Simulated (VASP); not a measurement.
# Mg: equilibrium volume by level of theory

```cif
data_structure
_symmetry_space_group_name_H-M 'P6_3/mmc'
_symmetry_Int_Tables_number 194
_cell_length_a 3.2093
_cell_length_b 3.2093
_cell_length_c 5.2103
_cell_angle_alpha 90.000
_cell_angle_beta 90.000
_cell_angle_gamma 120.000
_cell_volume 46.47
loop_
_atom_site_label
_atom_site_type_symbol
_atom_site_symmetry_multiplicity
_atom_site_Wyckoff_symbol
_atom_site_fract_x
_atom_site_fract_y
_atom_site_fract_z
_atom_site_occupancy
Mg1 Mg 2 c 0.33333 0.66667 0.25000 1
```

| rung | level | program and potentials | cutoff (eV) | k mesh | smearing | equilibrium volume (Å³/atom) | notes |
| --- | --- | --- | --- | --- | --- | --- | --- |
| LDA | LDA | VASP, LDA PAW files Mg, 600 eV | 600 | 15 × 15 × 7 | methfessel-paxton 0.1 | 21.45 | - |
| GGA | PBE | VASP, PBE PAW files Mg, 300 eV | 300 | 8 × 8 × 4 | methfessel-paxton 0.1 | 22.82 | - |
| GGA | PBE | VASP, PBE PAW files Mg, 600 eV | 600 | 15 × 15 × 7 | methfessel-paxton 0.1 | 22.89 | - |
| GGA + dispersion | PBE+D3(BJ) | VASP, PBE PAW files Mg, 600 eV | 600 | 15 × 15 × 7 | methfessel-paxton 0.1 | 21.67 | - |
| GGA | PBEsol | VASP, PBE PAW files Mg, 600 eV | 600 | 15 × 15 × 7 | methfessel-paxton 0.1 | 22.49 | potentials made for PBE |

Task: relaxation of cell and atoms. All rows: no spin polarisation. Smearing widths are in eV. For a metal such meshes aren't converged. Meshes differ between rows, which moves values too. Meshes are those of the run's cell of 2 atoms unless a note names another. Relaxations start from the cell shown or near it and stop with a little pressure left. Runs on faulty files, with rough fits or with known faults for this quantity aren't shown. No row holds spin-orbit coupling.

By rung: LDA 21.45; GGA 22.49 to 22.89; GGA + dispersion 21.67 (Å³/atom).
